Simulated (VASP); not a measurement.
A convergence study with VASP on CdSe (zinc blende): one setting is varied, all else stays as given below, so the limit is that of these other settings. Each run relaxes cell and ions from the cell shown.

```
CELL_PARAMETERS angstrom
      0.00000     3.02500     3.02500
      3.02500     0.00000     3.02500
      3.02500     3.02500     0.00000
ATOMIC_POSITIONS crystal
  Cd 0.00000 0.00000 0.00000
  Se 0.25000 0.25000 0.25000
```

These are LDA (Ceperley-Alder, Perdew-Zunger), VASP's LDA PAW potentials (set 64) (plane waves; VASP) values and carry that method's errors. The tightest run used: 550 eV cut-off, 12×12×12 Γ-centred mesh, Gaussian smearing of 0.050 eV, potentials Cd Se.

Gaps are read on the run's mesh, which can miss a band edge.

Task: The settings run are 2×2×2 mesh; 3×3×3 mesh; 4×4×4 mesh; 5×5×5 mesh; 6×6×6 mesh; 8×8×8 mesh; 9×9×9 mesh; 10×10×10 mesh; 11×11×11 mesh; 12×12×12 mesh. From which on does the relaxed volume stay within 0.05 Å³/atom of the tightest run?

Result: From 5×5×5 mesh on: it is off by 0.028 there and by no more than 0.05 in any finer run, while 4×4×4 mesh is off by 0.108.
| setting | relaxed volume (Å³/atom) | E (eV/atom) | gap on the mesh (eV) | irreducible k-points | difference judged (Å³/atom) |
|---|---|---|---|---|---|
| 2×2×2 mesh | 29.618 | -2.7732 | 0.057 | 3 | 2.297 |
| 3×3×3 mesh | 27.758 | -3.2622 | 0.323 | 4 | 0.437 |
| 4×4×4 mesh | 27.429 | -3.3519 | 0.393 | 8 | 0.108 |
| 5×5×5 mesh | 27.349 | -3.3727 | 0.412 | 10 | 0.028 |
| 6×6×6 mesh | 27.328 | -3.3785 | 0.419 | 16 | 0.007 |
| 8×8×8 mesh | 27.321 | -3.3811 | 0.422 | 29 | 0.000 |
| 9×9×9 mesh | 27.320 | -3.3814 | 0.422 | 35 | 0.001 |
| 10×10×10 mesh | 27.320 | -3.3815 | 0.423 | 47 | 0.001 |
| 11×11×11 mesh | 27.321 | -3.3816 | 0.423 | 56 | 0.000 |
| 12×12×12 mesh | 27.321 | -3.3816 | 0.423 | 72 | 0.000 |

Left out are rungs that failed or repeat a setting and relaxations that didn't move; long series are thinned to 24 rows.

The compound is CdSe in the zinc blende structure, whereas wurtzite is the usual form.
